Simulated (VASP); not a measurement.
Level of theory: r2SCAN meta-GGA, VASP's PBE PAW potentials (set 64) (plane waves; VASP 6.6.1). For the first row: Numerical set-up: 520 eV cut-off, 8×8×8 Γ-centred mesh, first-order Methfessel-Paxton smearing of 0.10 eV, potentials Sc_sv Al.

```csv
system,energy (eV/atom)
Al3Sc (L1_2),-8.3774
Sc (hcp),-11.3554
Al (fcc),-6.7437
```

The references are the elements' solids at the same level; no temperature or zero-point terms are added.

**Question.** What is the formation energy per atom of Al3Sc?

**Answer.** The references average (1×(-11.3554) + 3×(-6.7437))/4 = -7.8966 eV, so the formation energy is -8.3774 − (-7.8966) = -0.481 eV/atom.
